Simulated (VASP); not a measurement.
Output of a VASP run:

OSZICAR:
```
       N       E                     dE             d eps       ncg     rms          rms(c)
DAV:   1     0.371762412998E+03    0.37176E+03   -0.17999E+04  1960   0.226E+03
DAV:   2     0.224288062782E+02   -0.34933E+03   -0.34321E+03  2112   0.527E+02
DAV:   3    -0.243352808149E+02   -0.46764E+02   -0.46331E+02  2304   0.181E+02
DAV:   4    -0.259333375944E+02   -0.15981E+01   -0.15966E+01  2160   0.376E+01
DAV:   5    -0.259775631103E+02   -0.44226E-01   -0.44223E-01  2512   0.614E+00    0.116E+01
DAV:   6    -0.224274677988E+02    0.35501E+01   -0.21241E+01  3248   0.495E+01    0.447E+00
DAV:   7    -0.224743614681E+02   -0.46894E-01   -0.18507E+00  1952   0.898E+00    0.260E+00
DAV:   8    -0.224778439209E+02   -0.34825E-02   -0.51128E-01  3056   0.612E+00    0.103E+00
DAV:   9    -0.224555727969E+02    0.22271E-01   -0.18888E-01  3032   0.481E+00    0.244E-01
DAV:  10    -0.224570533925E+02   -0.14806E-02   -0.19763E-02  2976   0.135E+00    0.166E-01
DAV:  11    -0.224565371071E+02    0.51629E-03   -0.49124E-03  3032   0.765E-01    0.298E-02
DAV:  12    -0.224566279755E+02   -0.90868E-04   -0.73400E-04  2096   0.168E-01    0.532E-02
DAV:  13    -0.224565833001E+02    0.44675E-04   -0.22481E-04  2856   0.182E-01    0.430E-03
DAV:  14    -0.224565853598E+02   -0.20597E-05   -0.20650E-05  2232   0.367E-02    0.374E-03
DAV:  15    -0.224565849684E+02    0.39142E-06   -0.29504E-06  1824   0.168E-02
   1 F= -.22456585E+02 E0= -.22456244E+02  d E =-.681305E-03
```

**OUTCAR**
```
------------------------ aborting loop because EDIFF is reached ----------------------------------------
  FORCE on cell =-STRESS in cart. coord.  units (eV):
  Direction    XX          YY          ZZ          XY          YZ          ZX
  --------------------------------------------------------------------------------------
  Total        4.4424358      4.4424358      3.1203032      0.0000000     -0.0000000      0.0000000
  in kB      108.9534435    108.9534435     76.5273363      0.0000000     -0.0000000      0.0000000
  external PRESSURE =      98.1447411 kB  Pullay stress =       0.0000000 kB
  volume of cell :       65.33
      direct lattice vectors                 reciprocal lattice vectors
     3.715435000  0.000000000  0.000000000     0.269147489  0.000000000  0.000000000
     0.000000000  3.715435000  0.000000000     0.000000000  0.269147489  0.000000000
     0.000000000  0.000000000  4.732291000     0.000000000  0.000000000  0.211314139
 POSITION                                       TOTAL-FORCE (eV/Angst)
 -----------------------------------------------------------------------------------
      1.85772      0.00000      3.60601        -0.000000      0.000000     -1.549503
      0.00000      1.85772      1.12629         0.000000     -0.000000      1.549503
      1.85772      1.85772      0.00000         0.000000      0.000000      0.000000
      0.00000      0.00000      0.00000        -0.000000     -0.000000      0.000000
 -----------------------------------------------------------------------------------
    total drift:                                0.000000     -0.000000      0.000000
  FREE ENERGIE OF THE ION-ELECTRON SYSTEM (eV)
  ---------------------------------------------------
  free  energy   TOTEN  =       -22.4565849684 eV

  energy  without entropy=      -22.4559036636  energy(sigma->0) =      -22.45624432
```
(Selected blocks of OUTCAR.)

### POSCAR
```
SnO
1
    3.7154350000     0.0000000000     0.0000000000
    0.0000000000     3.7154350000     0.0000000000
    0.0000000000     0.0000000000     4.7322910000
Sn O
2 2
Direct
  0.5000000000   0.0000000000   0.7620000000
  0.0000000000   0.5000000000   0.2380000000
  0.5000000000   0.5000000000   0.0000000000
  0.0000000000   0.0000000000   0.0000000000
```

Write an INCAR and KPOINTS that could have produced this output.

Several could match; the one computed here: the input of the run itself, PBE GGA, plane waves, VASP's PBE PAW potentials (set 64).

File KPOINTS:
```
kpoints
0
G
  7 7 6
0 0 0
```

INCAR:
```
# general
SYSTEM =SnO
PREC   =Accurate
ENCUT  =400   # plane-wave cut-off (eV)
LREAL  =.FALSE.   # projection in real space or not
LASPH  =.TRUE.

# electronic loop
EDIFF  =1E-6   # SCF stop (eV)
NELM   =100
ALGO   =Normal
LMAXMIX=4   # l cut-off of mixed one-centre charges

# smearing
ISMEAR =-1
SIGMA  =0.02

# functional
GGA    =PE   # PBE

# ions
ISIF   =2   # forces and stress, cell fixed

# output
LWAVE  =.FALSE.
LCHARG =.FALSE.
```

POTCAR, in this order: Sn_d O (PBE.64 set). Program: vasp_std.

At this cut-off the stress carries a Pulay error, which pulls relaxed volumes low.

The structure is a typed SnO crystal (P4/nmm). The cell was not relaxed at this level, and its volume differs by -5.9 % from the start's.
